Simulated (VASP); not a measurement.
Given:

```xyz
2
Lattice="0.0000 3.2885 3.2885 3.2885 0.0000 3.2885 3.2885 3.2885 0.0000" Properties=species:S:1:pos:R:3 pbc="T T T"
K      0.0000     0.0000     0.0000
Br     3.2885     3.2885     3.2885
```

Computed with PBE GGA with D3 dispersion (Becke-Johnson damping), VASP's PBE PAW potentials (set 64) (plane waves; VASP 6.6.1). Settings: 520 eV cut-off, Gaussian smearing of 0.050 eV, potentials K_sv Br.

Problem. Give the energies of bands 6 to 11 at the high-symmetry points, in eV from the valence-band maximum.

Solution. 
```tsv
band	Γ	X	U	L	W
6	0.00	-0.82	-0.71	-1.20	-0.60
7	0.00	-0.29	-0.65	-0.34	-0.60
8	0.00	-0.29	-0.34	-0.34	-0.55
9	4.46	5.85	6.59	6.61	7.40
10	7.61	7.24	8.20	8.27	7.40
11	7.61	9.38	8.50	9.79	8.30
```

The gap is direct, 4.46 eV, from the valence maximum at Γ to the conduction minimum at Γ.

Measured: gap 7.40 eV (computed value off by -2.94 eV), as given by Aguado et al., (1998), arXiv:cond-mat/9809176.

The compound is KBr in the rock salt structure. It was relaxed first.
